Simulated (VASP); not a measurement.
VASP input:

### KPOINTS
```
kpoints
0
G
 9 9 7
0 0 0
```

POSCAR:
```
P
1.0
  1.6948420333  -5.0622997131   0.0000000000
  1.6948420333   5.0622997131   0.0000000000
  0.0000000000   0.0000000000   3.9897961146
P
4
Cart
  1.6948420333   3.9713375326   3.7239983683
  1.6948420333   1.0909621805   1.7291003110
  1.6948420333  -1.0909621805   2.2606958036
  1.6948420333  -3.9713375326   0.2657977463
```

### INCAR
```
SYSTEM = P
PREC = Accurate
ENCUT = 520
EDIFF = 1E-6
NELM = 100
ALGO = Normal
LREAL = .FALSE.
LASPH = .TRUE.
ISMEAR = 1
SIGMA = 0.1
GGA = PE
IVDW = 13
LWAVE = .FALSE.
LCHARG = .FALSE.
IBRION = 2
ISIF = 3
NSW = 60
EDIFFG = -0.02
```

POTCAR, in this order: P (PBE.64 set). Program: vasp_std.

Write an equivalent input for Ansatz.

One equivalent input (not run):
Ansatz 0.2 input:
```yaml
crystal:
  lattice:
    - [1.6948420, -5.0622997, 0.0000000]
    - [1.6948420, 5.0622997, 0.0000000]
    - [0.0000000, 0.0000000, 3.9897961]
  atoms:
    - { symbol: P, position: [0.1077536, 0.8922464, 0.9333806] }
    - { symbol: P, position: [0.3922464, 0.6077536, 0.4333806] }
    - { symbol: P, position: [0.6077536, 0.3922464, 0.5666194] }
    - { symbol: P, position: [0.8922464, 0.1077536, 0.0666194] }
kpoints:
  mp_grid: { grid: [9, 9, 7] }
hamiltonian:
  xc: pbe
  dispersion: d4
  pseudopotentials: { kind: paw }
scf:
  occupations: { method: methfessel_paxton, width: 0.1 }
  max_iter: 100
relax:
  max_steps: 60
  f_tol: 0.02
  cell: {}
output: { forces: true, stress: true, eigenvalues: true }
```
Limits of the translation: each code has its own PAW files, so the cut-off isn't converted (ENCUT is set for VASP's; basis.ecutwfc is left out, and Ansatz then takes the one that its files recommend); Ansatz stops its SCF on the density residual and VASP on the energy change (EDIFF).

The compound is P in the black structure. This run relaxes it. Symmetry was kept, so distortions that lower it aren't found. The start is the result of an earlier pass.
